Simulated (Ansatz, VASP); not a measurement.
# Fe3N2: VASP beside Ansatz

```
Fe N
1.0
     2.94212    0.00000    0.00000
    -1.47106    2.54795    0.00000
     0.00000    0.00000    6.23870
Fe N
3 2
Direct
  0.00000 0.00000 0.00000
  0.33333 0.66667 0.66959
  0.66667 0.33333 0.33041
  0.33333 0.66667 0.22546
  0.66667 0.33333 0.77454
```

Alike in both runs: functional PBE; k mesh 6 × 6 × 4; occupations gaussian, width 0.1 eV; collinear spin.

Ansatz relaxed the structure, and its values are those at the end. VASP's run is a single point on that final structure, the one shown.

|  | VASP | Ansatz |
| --- | --- | --- |
| version | VASP 6.6.1 | Ansatz 0.2.0 |
| potentials or method | VASP PAW PBE potentials, release 64 (Fe, N) | scalar-relativistic, plane waves, PAW |
| plane-wave cutoff (eV) | 520 | 420 |
| valence electrons in the cell | 34 | 58 |

|  | VASP | Ansatz | Ansatz less VASP |
| --- | --- | --- | --- |
| gap on the k mesh at the Fermi level (eV) | none | none | - |
| pressure (GPa) | 1.7 | 0.1 | -1.60 |
| rms of the force components (eV/Å) | 0.060 | 0.005 | -0.0554 |
| net moment per atom (μB) | 0.61 | 0.62 | +0.002 |
| size of the moment on the site where the two differ most (μB) | 2.82 | 2.75 | -0.072 |

Site moments also hang on the region over which each program counts them. A gap of «none» marks a metal or a gap that the smearing closes. With one functional, cell and mesh, what is left measures potentials, basis and numerics. The two sets of potentials don't hold the same shells in valence.

Caveats: the k mesh is coarse (spacing up to 0.41 Å⁻¹), so the values aren't converged.
